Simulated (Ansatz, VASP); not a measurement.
## ZnPt: VASP beside Ansatz

Wanted: the spread between two codes on one cell, functional and k mesh. The cell is taken from a series of runs on this material, whose earlier steps may have relaxed, scaled, displaced or heated it; both programs get it as it stands.

Program: Ansatz 0.2.0. Level of theory: plane waves, with VASP 6.6.1 beside it; relaxation of cell and atoms at PBEsol. Results are calculated unless marked as measured.

## 1. The starting structure

Symmetry: P4/mmm, No. 123, tetragonal system. Conventional cell: a = 2.830 Å, b = 2.830 Å, c = 3.488 Å, α = 90.00°, β = 90.00°, γ = 90.00°. Zn has 8 Pt at 2.65 Å and 4 Zn at 2.83 Å nearest. Nearest to Pt lie 8 Zn at 2.65 Å and 4 Pt at 2.83 Å. Farther neighbours are not listed.

Structure file:

```cif
data_structure
_symmetry_space_group_name_H-M 'P 1'
_symmetry_Int_Tables_number 1
_cell_length_a 2.8295
_cell_length_b 2.8295
_cell_length_c 3.4877
_cell_angle_alpha 90.000
_cell_angle_beta 90.000
_cell_angle_gamma 90.000
_cell_volume 27.92
loop_
_atom_site_label
_atom_site_type_symbol
_atom_site_fract_x
_atom_site_fract_y
_atom_site_fract_z
_atom_site_occupancy
Zn1 Zn 0.50000 0.50000 0.50000 1
Pt2 Pt 0.00000 0.00000 0.00000 1
```

## 2. Ansatz: relaxation of cell and atoms, PBEsol

Ansatz runs on its default PAW (the set named soft_2) files.

The relaxed volume is the usual yardstick between codes: in a stiff, nearly cubic crystal its relative difference is about their pressure difference at one cell divided by the bulk modulus.

Contents of input.yaml:

```yaml
crystal:
  lattice:
    - [2.8295134354, 0.0, 0.0]
    - [0.0, 2.8295134354, 0.0]
    - [0.0, 0.0, 3.4877172343]
  atoms:
    - { symbol: Zn, position: [0.5, 0.5, 0.5] }
    - { symbol: Pt, position: [0.0, 0.0, 0.0] }
kpoints:
  mp_grid: { grid: [10, 10, 8] }
hamiltonian:
  xc: pbesol
scf:
  occupations: { method: methfessel_paxton, width: 0.2 }
output:
  forces: true
  stress: true
  eigenvalues: true
relax:
  adjacent_minimum: "off"
  f_tol: 0.001
  max_steps: 60
  cell: { stress_tol: 0.01 }
```

Started as:

```console
> ansatz run input.yaml --threads 4 --pin off --max-ram 8192MiB --backend cpu --events-out ev --progress --plain --runs-dir out
```

Numbers of over 12 decimals in the logs are rounded to 6 here.

Output:

```text
Engine: ansatz 0.2.0, aarch64-unknown-linux-gnu
Pseudopotentials: kind: paw
Pseudopotential: Zn, paw, valence charge 12, recommended cutoff 420 eV (normal), Zn.paw.azcp
Pseudopotential: Pt, paw, valence charge 18, recommended cutoff 420 eV (normal), Pt.paw.azcp
Functional definition: PBEsol
  exchange = pbesol_x
  correlation = pbesol_c
Crystal: 2 atoms, lattice volume = 27.923 Å³
Basis set: ecut = 420 eV, 543 PW (Γ), exchange–correlation on 40×40×48 points (8 copies of the dense FFT grid, shifted against one another)
Bands: 19, of which v1, the nominal top of the filled ones, is band 15 counted from 1 (14 counted from 0)
Symmetry: 16 space group operations
Space group: P4/mmm (ITA 123), of the structure as read, at distance tolerance 3.0e-5 Å
k-points: 105 of 800
Non-local potential: Zn, projectors of the file, l = 0: 2, l = 1: 2, l = 2: 3, l = 3: 1
Non-local potential: Pt, projectors of the file, l = 0: 3, l = 1: 2, l = 2: 2, l = 3: 1
PAW form: soft (Blöchl's): semilocal exchange-correlation on the pseudo side does not see the compensation charge
PAW frozen core: Zn, regenerated for the run's functional, and the local potential with it (the file was generated under x = pbe(κ = 0.804, μ = 0.219515), c = pbe(β = 0.066725))
PAW frozen core: Pt, regenerated for the run's functional, and the local potential with it (the file was generated under x = pbe(κ = 0.804, μ = 0.219515), c = pbe(β = 0.066725))
PAW one-centre angular grid: Zn, 590 points (default); XC on 64 Gauss nodes
PAW one-centre angular grid: Pt, 590 points (default); XC on 64 Gauss nodes
Initial density: superposition of atomic densities (neutral atoms: chi_scale 0, normalization atom), corrected by the library's trained network
Initial wavefunctions: pseudopotential atomic-orbital guess
Functional: x = pbesol(κ = 0.804, μ = 0.123457), c = pbesol(β = 0.046)
SCF iter   1: F=—  HF=-15665.868966 eV  |F-HF|=—  |Δ(HF+E_count)|=         —  Δρ=8.82e-3  dr2=2.17e-2  ethr=1.77e-3  ⟨swp⟩=4.8  Hψ=8228  notcnv=0
preconditioner: auto → none  [metal: Δε(μ)=0.023 eV  Ē_g=11.869 eV  σ=0.200 eV  W_gap=0.10  n_scr=6 (ndim 8)  ℏωp=33.0 eV  f_vac=0.000  D(μ)=0.52/eV (n_scr^D=2)  sad-step TF]
SCF iter   2: F=—  HF=-15665.866337 eV  |F-HF|=—  |Δ(HF+E_count)|=   2.63e-3  S|Δr|=    0.00e0  Δρ=5.03e-3  dr2=9.69e-3  ethr=7.22e-5  ⟨swp⟩=1.7  Hψ=3507  notcnv=0
SCF iter   3: F=—  HF=-15665.864413 eV  |F-HF|=—  |Δ(HF+E_count)|=   1.92e-3  S|Δr|=    0.00e0  Δρ=2.60e-3  dr2=1.19e-3  ethr=3.23e-5  ⟨swp⟩=2.2  Hψ=2887  notcnv=0
SCF iter   4: F=—  HF=-15665.863819 eV  |F-HF|=—  |Δ(HF+E_count)|=   5.94e-4  S|Δr|=    0.00e0  Δρ=2.98e-4  dr2=1.34e-5  ethr=3.97e-6  ⟨swp⟩=2.0  Hψ=2968  notcnv=0
SCF iter   5: F=—  HF=-15665.863808 eV  |F-HF|=—  |Δ(HF+E_count)|=   1.14e-5  S|Δr|=    0.00e0  Δρ=5.97e-5  dr2=5.68e-7  ethr=4.46e-8  ⟨swp⟩=2.5  Hψ=3524  notcnv=0
SCF iter   6: F=-15665.863808 eV  HF=-15665.863808 eV  |F-HF|=8.74e-9  |Δ(HF+E_count)|=   1.34e-7  S|Δr|=    0.00e0  Δρ=1.30e-5  dr2=2.37e-8  ethr=3.33e-10  ⟨swp⟩=5.2  Hψ=8726  notcnv=0
SCF 1 converged in 6 iterations: F = -15665.863808 eV  dr2 = 2.37e-8
  greatest PAW one-centre occupation: 1.000 electrons in one spin orbital (limit 2), on the Pt atom at site 1 (counted from 0), in its partial waves of l = 0
relax step   1: F+E_penalty+E_count = -15665.86380768 eV  Δ(F+E_penalty+E_count) = +0.000e0 eV  max|allowed force component| = 1.765e-29 eV/Å  Δτ_max = 0.0000 Å  P = -0.011 GPa  Ω = 27.923 Å³  (6 SCF iters, dr2 threshold 1.00e-7 eV, accepted)
[...]
relax step   2: F+E_penalty+E_count = -15665.86380956 eV  Δ(F+E_penalty+E_count) = -1.874e-6 eV  max|allowed force component| = 1.972e-29 eV/Å  Δτ_max = 0.0000 Å  P = +0.001 GPa  Ω = 27.921 Å³  energy of the carried Pulay correction = +1.234e-6 eV  (4 SCF iters, dr2 threshold 2.50e-9 eV, accepted)
[...]
relax step   3: F+E_penalty+E_count = -15665.86380968 eV  Δ(F+E_penalty+E_count) = -1.188e-7 eV  max|allowed force component| = 7.889e-31 eV/Å  Δτ_max = 0.0000 Å  P = +0.001 GPa  Ω = 27.921 Å³  stress off target by 7.91e-3 GPa  SCF on the basis re-selected at this cell (its energy is not comparable with the rows above)  (5 SCF iters)
basis re-selected at this cell: Δ(F+E_penalty+E_count) = -1.188e-7 eV, ΔP = -0.000 GPa vs the last step (what re-selecting the basis moved, of the pressure what is left beyond the Pulay correction that the steps carried, after the strain that the cell walked since its last selection, with what the two solves' SCF thresholds leave and, on support functions, any second-order correction that the steps lacked; it is no m [...]
SCF converged after 5 iterations
Stability not checked: this state was not tested for a lower state beside it, because cold or Methfessel-Paxton smearing, or corrected tetrahedra, fill the levels in a way that the test cannot read (fill_not_monotonic; see scf.lower_state_search)
Free energy (F): -15665.863810 eV
Harris-Foulkes:  -15665.863810 eV  (|F-HF|=0.00e0)
Internal energy: -15665.862924 eV  (E = F + TS)
E sigma→0 (E₀):  -15665.863588 eV
Entropy (-TS):   -0.000886 eV (-0.443 meV/atom)
Fermi energy:    18.523282 eV
--- Per-component energies (eV) ---
  E_band       = -72.876789
  E_kinetic    = 771.993585
  E_local      = -2945.862045  (includes V_loc(G=0)·N_el)
  E_nonlocal   = 816.623018
  E_hartree    = 1163.330342
  E_xc         = -397.856008
  E_vxc        = -357.345801  (∫ρ·V_xc dr)
  E_paw        = -11105.938275  (= ΣΔE_a)
  E_vpaw       = -684.946093  (= ΣTr[D̂ρ^β])
  E_aug_tail   = -0.000141  (compensation charges beyond the density's cutoff)
  E_ewald      = -3969.237736
  E_core_change = 1.084336  (= ΣΔE_core)
  E_smearing   = -0.000886  (= −TS)
  E_closure    = -0.000000  (closes the sum)
  Σ components = -15665.863810   (vs F -15665.863810, Δ=0.00e0)
--- Forces (eV/Å), atoms counted from 1 ---
  atom   1  Zn     0.00000000     0.00000000     0.00000000
  atom   2  Pt     0.00000000     0.00000000     0.00000000
  max |Σ_I F_I| component: 1.58e-30 eV/Å
--- Stress (GPa, compression-positive) ---
        0.004840       0.000000       0.000000
        0.000000       0.004840       0.000000
        0.000000       0.000000      -0.007911
  P = ⅓ Tr σ = 0.0006 GPa (0.006 kbar)
--- Band table (eV; the first three rows and the last of 105) ---
  k-point 0: bands = [... 11 lower, 14.4017, 16.9656, 16.9656, 17.5675, 20.8011, 26.9919, 26.9919, 27.5878]
  k-point 1: bands = [... 11 lower, 14.3115, 16.8116, 16.8116, 17.5562, 19.7562, 27.4473, 27.4473, 29.0230]
  k-point 2: bands = [... 11 lower, 13.9518, 16.4637, 16.4637, 17.5289, 18.0039, 28.6942, 28.6942, 31.8474]
  k-point 104: bands = [... 11 lower, 13.1941, 17.1636, 18.7516, 21.3210, 23.6878, 23.6878, 24.0547, 25.6064]
--- Relaxed structure (2 steps of the walk, 2 accepted, 1 SCFs on fresh bases) ---
  F+E_penalty+E_count = -15665.86380968 eV   max|allowed force component| = 7.889e-31 eV/Å   (the final SCF, on the basis selected at the relaxed cell)
  cell:  # Å, volume = 27.9213 Å³
    - [2.829662, 0.0, 0.0]
    - [0.0, 2.829662, 0.0]
    - [0.0, 0.0, 3.487112]
  atoms:
    - { symbol: Zn, position: [0.500000, 0.500000, 0.500000] }
    - { symbol: Pt, position: [0, 0, 0.0] }
```

The column dr2 measures how far the density is from self-consistency, as an energy; F and HF (Harris–Foulkes) agree once it is small.

## 3. VASP: relaxation of cell and atoms, PBEsol

The same cell, functional, mesh and smearing now go to VASP, with its own data sets.

Lines of VASP's logs that name or quote its potential files are left out, and so is its time.

Contents of INCAR:

```
SYSTEM = ZnPt
PREC = Accurate
ENCUT = 500
EDIFF = 1E-07
NELM = 120
ISMEAR = 1
SIGMA = 0.2
LREAL = .FALSE.
ALGO = Normal
GGA = PS
NBANDS = 17
LASPH = .TRUE.
LORBIT = 11
LWAVE = .FALSE.
LCHARG = .FALSE.
ISIF = 3
IBRION = 2
NSW = 80
EDIFFG = -0.005
GGA_COMPAT = .FALSE.
NELMIN = 4
```

Contents of POSCAR:

```
ZnPt
1.0
    2.8295130000      0.0000000000      0.0000000000
    0.0000000000      2.8295130000      0.0000000000
    0.0000000000      0.0000000000      3.4877170000
Zn Pt
1 1
Direct
    0.5000001767      0.5000001767      0.5000001434
    0.0000000000      0.0000000000      0.0000000000
```

Contents of KPOINTS:

```
Automatic mesh
0
Gamma
10 10 8
0 0 0
```

PAW data sets: Zn and Pt (PBE family, release 64).

Started as:

```console
> mpirun -np 1 vasp_std
```

Output:

```text
[banner, memory and clock lines left out]
running    1 mpi-ranks, on    1 nodes
 distrk:  each k-point on    1 cores,    1 groups
 distr:  one band on    1 cores,    1 groups

 POSCAR found type information on POSCAR ZnPt
 POSCAR found :  2 types and       2 ions
|                                                                             |
|               ----> ADVICE to this user running VASP <----                  |
|                                                                             |
|     You enforced a specific xc type in the INCAR file but a different       |
|     [... a line on the potential file left out ...]
|     I HOPE YOU KNOW WHAT YOU ARE DOING!                                     |
|                                                                             |

 LDA part: xc-table for (Slater+PW92), standard interpolation
 POSCAR, INCAR and KPOINTS ok, starting setup
 FFT: planning ... GRIDC
 FFT: planning ... GRID_SOFT
 FFT: planning ... GRID
 WAVECAR not read
 entering main loop
       N       E                     dE             d eps       ncg     rms          rms(c)
DAV:   1     0.113205421851E+03    0.11321E+03   -0.10959E+04  3706   0.170E+03
DAV:   2    -0.548416190561E+01   -0.11869E+03   -0.11321E+03  3678   0.309E+02
DAV:   3    -0.101119291007E+02   -0.46278E+01   -0.45842E+01  4094   0.656E+01
DAV:   4    -0.101518129204E+02   -0.39884E-01   -0.39868E-01  4129   0.519E+00
DAV:   5    -0.101522873982E+02   -0.47448E-03   -0.47447E-03  4073   0.610E-01    0.111E+01
DAV:   6    -0.972434632966E+01    0.42794E+00   -0.10953E+00  4011   0.210E+01    0.576E+00
DAV:   7    -0.968325963538E+01    0.41087E-01   -0.59018E-02  4652   0.263E+00    0.238E+00
DAV:   8    -0.967395397612E+01    0.93057E-02   -0.76423E-03  4595   0.127E+00    0.144E-01
DAV:   9    -0.967390354235E+01    0.50434E-04   -0.86220E-04  3827   0.304E-01    0.661E-02
DAV:  10    -0.967389026586E+01    0.13276E-04   -0.50077E-05  4553   0.133E-01    0.242E-02
DAV:  11    -0.967388918198E+01    0.10839E-05   -0.14768E-05  4028   0.420E-02    0.529E-03
DAV:  12    -0.967388917439E+01    0.75906E-08   -0.50103E-07  3929   0.751E-03
   1 F= -.96738892E+01 E0= -.96735967E+01  d E =-.967389E+01
[... from here on, the cycles between the ionic steps are left out ...]
   2 F= -.96737264E+01 E0= -.96734459E+01  d E =0.162771E-03
   3 F= -.96739829E+01 E0= -.96736947E+01  d E =-.936797E-04
   4 F= -.96739828E+01 E0= -.96736948E+01  d E =-.936675E-04
   5 F= -.96739178E+01 E0= -.96736335E+01  d E =-.286110E-04
   6 F= -.96739828E+01 E0= -.96736949E+01  d E =-.936654E-04
   7 F= -.96739824E+01 E0= -.96736946E+01  d E =-.932321E-04
   8 F= -.96739891E+01 E0= -.96737112E+01  d E =-.665812E-05
 trial-energy change:   -0.000007  1 .order   -0.000007   -0.000008   -0.000005
 step:   2.7021(harm=  2.7021)  dis= 0.00000  next Energy=    -9.673995 (dE=-0.124E-04)
 bond charge predicted
       N       E                     dE             d eps       ncg     rms          rms(c)
DAV:   1    -0.967408711191E+01   -0.98041E-04   -0.39890E-03  3809   0.499E-01    0.638E-02
DAV:   2    -0.967402410436E+01    0.63008E-04   -0.45411E-05  4040   0.950E-02    0.370E-02
DAV:   3    -0.967399507728E+01    0.29027E-04   -0.24664E-05  4508   0.766E-02    0.734E-03
DAV:   4    -0.967399458890E+01    0.48837E-06   -0.24524E-06  4366   0.287E-02    0.297E-03
DAV:   5    -0.967399455170E+01    0.37201E-07   -0.17257E-07  2732   0.599E-03
   9 F= -.96739946E+01 E0= -.96737375E+01  d E =-.121453E-04
 curvature:  -1.46 expect dE=-0.558E-05 dE for cont linesearch -0.110E-08
 trial: gam= 0.07114 g(F)=  0.205E-45 g(S)=  0.383E-05 ort = 0.864E-07 (trialstep = 0.124E+01)
 search vector abs. value=  0.389E-05
 reached required accuracy - stopping structural energy minimisation
```

OUTCAR, selected parts (step 3):

```text
ion  position               nearest neighbor table
   1  0.500  0.500  0.500-   2 2.65   2 2.65   2 2.65   2 2.65   2 2.65   2 2.65   2 2.65   2 2.65

  LATTYP: Found a simple tetragonal cell.
 ALAT       =     2.8295130000
 C/A-ratio  =     1.2326209493

 Subroutine GETGRP returns: Found 16 space group operations
 (whereof 16 operations were pure point group operations)

The static configuration has the point symmetry D_4h.

 Found    105 irreducible k-points:

   k-points           NKPTS =    105   k-points in BZ     NKDIM =    105   number of bands    NBANDS=     17

   dimension x,y,z NGX =    24 NGY =   24 NGZ =   28
   dimension x,y,z NGXF=    48 NGYF=   48 NGZF=   56

   ENCUT  =  500.0 eV  36.75 Ry    6.06 a.u.   5.16  5.16  6.36*2*pi/ulx,y,z

   NELECT =      22.0000    total number of electrons

 k-points in reciprocal lattice and weights: Automatic mesh
   0.00000000  0.00000000  0.00000000       0.001
   0.10000000  0.00000000  0.00000000       0.005
   0.20000000  0.00000000  0.00000000       0.005
   0.30000000  0.00000000  0.00000000       0.005
   0.40000000  0.00000000  0.00000000       0.005
   0.50000000  0.00000000  0.00000000       0.003
   0.10000000  0.10000000  0.00000000       0.005
   0.20000000  0.10000000  0.00000000       0.010
   0.30000000  0.10000000  0.00000000       0.010
[...]
0.50000000  0.40000000  0.50000000       0.005
   0.50000000  0.50000000  0.50000000       0.001

 average (electrostatic) potential at core
       1 -31.5166       2 -66.1538

 E-fermi :   7.6162

 k-point     1 :       0.0000    0.0000    0.0000
  band No.  band energies     occupation
    ...
      7       2.8352      2.00000
      8       3.5066      2.00000
      9       6.0682      2.00000
     10       6.0682      2.00000
     11       6.6775      2.00000
     12       9.8747     -0.00000
     13      16.1340      0.00000
     14      16.1340      0.00000
     15      16.6219      0.00000
     16      22.9901      0.00000
    ...

 k-point     2 :       0.1000    0.0000    0.0000
  band No.  band energies     occupation
    ...
      7       2.9248      2.00000
      8       3.5543      2.00000
      9       5.5767      2.00000
     10       6.0586      2.00000
     11       6.4643      2.00000
     12      10.5629     -0.00000
     13      14.4700      0.00000
     14      16.5486      0.00000
     15      17.0052      0.00000
     16      22.8455      0.00000
    ...

 k-point     3 :       0.2000    0.0000    0.0000
  band No.  band energies     occupation
    ...
      7       3.0631      2.00000
      8       3.7812      2.00000
      9       4.6691      2.00000
     10       5.9605      2.00000
     11       6.0330      2.00000
     12      12.0646      0.00000
     13      12.0695      0.00000
     14      17.0358      0.00000
     15      17.6674      0.00000
     16      21.9587      0.00000
    ...

  Total       -0.0074927     -0.0074927     -0.0068038      0.0000000     -0.0000000      0.0000000
  in kB       -0.4288370     -0.4288370     -0.3894092      0.0000000     -0.0000000      0.0000000
  external PRESSURE =      -0.4156944 kB  Pullay stress =       0.0000000 kB

  energy-cutoff  :      500.00
  volume of cell :       27.99
      direct lattice vectors                 reciprocal lattice vectors
     2.830163389  0.000000000  0.000000000     0.353336491  0.000000000  0.000000000
     0.000000000  2.830163389 -0.000000000     0.000000000  0.353336491 -0.000000000
     0.000000000  0.000000000  3.494901045     0.000000000  0.000000000  0.286131134

 POSITION                                       TOTAL-FORCE (eV/Angst)
 -----------------------------------------------------------------------------------
      1.41508      1.41508      1.74745         0.000000     -0.000000      0.000000
      0.00000      0.00000      0.00000         0.000000      0.000000      0.000000
 -----------------------------------------------------------------------------------
    total drift:                               -0.000059     -0.000059     -0.000063

  FREE ENERGIE OF THE ION-ELECTRON SYSTEM (eV)
  ---------------------------------------------------
  free  energy   TOTEN  =        -9.6739945517 eV

  energy  without entropy=       -9.6732234138  energy(sigma->0) =       -9.67373751

 reached required accuracy - stopping structural energy minimisation

 total charge
# of ion       s       p       d       tot
------------------------------------------
    1        0.555   0.526   9.789  10.869
    2        0.645   0.561   8.170   9.376
--------------------------------------------------
tot          1.200   1.087  17.959  20.246

[... 3 further parts left out ...]
```

CONTCAR:

```
ZnPt
   1.00000000000000
     2.8301633887585700    0.0000000000000000    0.0000000000000000
     0.0000000000000000    2.8301633887585700   -0.0000000000000000
     0.0000000000000000    0.0000000000000000    3.4949010447279742
  Zn              Pt
     1     1
Direct
     0.5000001766999986    0.5000001766999986    0.5000001434000012
     0.0000000000000000    0.0000000000000000    0.0000000000000000
```

The run keeps the 16 symmetry operations of its start, so it cannot find a distortion of lower symmetry.

## 4. Differences

Known differences besides the potentials themselves: the data sets hold 30 valence electrons in Ansatz (on its default PAW (the set named soft_2) files) and 22 in VASP; the cutoff is 420 eV in Ansatz and 500 eV in VASP; Ansatz makes its cores anew for this functional, VASP keeps those of its PBE data sets; Ansatz adds a Pulay correction to the stress that steers its cell, VASP none. Total energies have different zeros and are not compared.

The two programs side by side:

```csv
quantity,Ansatz,VASP,difference
volume (Å³),27.92,27.99,-0.26 %
"edge a after relaxation, in the typed setting (Å)",2.830,2.830,-0.02 %
"edge c after relaxation, in the typed setting (Å)",3.487,3.495,-0.22 %
```

## 5. What came out

```yaml
difference_in_volume_relaxation_of_cell_and_atoms_pbesol: -0.26 %
```

**Reading.** The difference in volume is -0.26 % (relaxation of cell and atoms, PBEsol), within the 1.2 % picked in this series as the mark of a large difference, as far as the stopping tolerances let one tell. The data sets hold unlike numbers of valence electrons (30 in Ansatz and 22 in VASP), so part of the differences comes from the potentials. How closely two codes agree says nothing of how well the functional describes the real material.

[Lines on the potential files, build, host, timing and source positions are cut from VASP's logs without a mark.]

[Logs are printed without paths, hosts, clocks, repeated set-up lines and the standing remarks that a program may print on its own settings, such as how far it seeks lower states.]

[Hosts, paths, dates, database ids (printed as entryN), source tags and the programs' standing remarks are cut or masked in the printed files.]
